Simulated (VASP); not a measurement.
OSZICAR of a VASP run on Cl$_{2}$ (space group P6/mmm):

File OSZICAR:
```
       N       E                     dE             d eps       ncg     rms          rms(c)
DAV:   1     0.901391395164E+02    0.90139E+02   -0.68903E+03   980   0.815E+02
DAV:   2    -0.715724050514E+00   -0.90855E+02   -0.89598E+02  1324   0.187E+02
DAV:   3    -0.475484076170E+01   -0.40391E+01   -0.40037E+01  1124   0.472E+01
DAV:   4    -0.478843267779E+01   -0.33592E-01   -0.33577E-01  1382   0.497E+00
DAV:   5    -0.478892899470E+01   -0.49632E-03   -0.49630E-03  1292   0.556E-01    0.746E+00
DAV:   6    -0.494758172948E+01   -0.15865E+00   -0.24213E+00  1366   0.688E+00    0.563E+00
DAV:   7    -0.469798559012E+01    0.24960E+00   -0.16664E+00  1260   0.451E+00    0.392E+00
DAV:   8    -0.468114230134E+01    0.16843E-01   -0.88930E-02  1268   0.197E+00    0.354E-01
DAV:   9    -0.468109110240E+01    0.51199E-04   -0.50006E-03  1280   0.516E-01    0.191E-01
DAV:  10    -0.468095199998E+01    0.13910E-03   -0.57118E-04  1280   0.151E-01    0.519E-02
DAV:  11    -0.468094792138E+01    0.40786E-05   -0.28459E-05  1306   0.358E-02    0.218E-02
DAV:  12    -0.468094839014E+01   -0.46876E-06   -0.25455E-06   982   0.113E-02
   1 F= -.46809484E+01 E0= -.45895173E+01  d E =-.182862E+00
```

Which electronic solver shows in the log?

It is blocked Davidson (ALGO = Normal, or the opening steps of other solvers). The INCAR had ALGO = Normal.

Can the final energy be trusted as converged?

The calculation finished and met its thresholds. It stopped with EDIFF = 1E-6, NELM = 100 (LDA (Ceperley-Alder, Perdew-Zunger), plane waves, VASP's LDA PAW potentials (set 64)).

The structure was generated: Cl2 was put into an ordered model structure, which need not be its known phase. The cell was not relaxed at this level. The run is one of a series of settings (GGA removed, POTCAR Cl (LDA.64 set) against the base run), some of them coarse on purpose.
